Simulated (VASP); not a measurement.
A convergence study with VASP on Sr (space group Fm-3m): one setting is varied, all else stays as given below, so the limit is that of these other settings.

```
Sr
1.0
    0.00000     3.03088     3.03088
    3.03088     0.00000     3.03088
    3.03088     3.03088     0.00000
Sr
1
Direct
  0.00000   0.00000   0.00000
```

These are PBE GGA, VASP's PBE PAW potentials (set 64) (plane waves; VASP) values and carry that method's errors. The tightest run used: 720 eV cut-off, 9×9×9 Γ-centred mesh, Fermi-Dirac smearing of 0.10 eV, potentials Sr_sv.

```
setting      E (eV/atom)  pressure (GPa)  plane waves
-----------  -----------  --------------  -----------
ENCUT = 105      -2.6575          -50.72          144
ENCUT = 120      -2.2609          -27.02          172
ENCUT = 135      -2.0171          -13.41          204
ENCUT = 150      -1.7911           -6.29          259
ENCUT = 165      -1.7125           -2.79          283
ENCUT = 180      -1.6743           -1.19          311
```

These are the cheaper rows. Estimate the results at ENCUT = 720, and how far the last row shown lies from them.

```json
[
 {"quantity": "E (eV/atom)", "tightest run": "-1.6347", "last row shown is off by": "-0.0395"},
 {"quantity": "pressure (GPa)", "tightest run": "-0.13", "last row shown is off by": "-1.06"}
]
```

Left out are rungs that failed or repeat a setting and relaxations that didn't move; long series are thinned to 24 rows.

The structure is a typed Sr crystal (space group no. 225). The cell was not relaxed at this level.
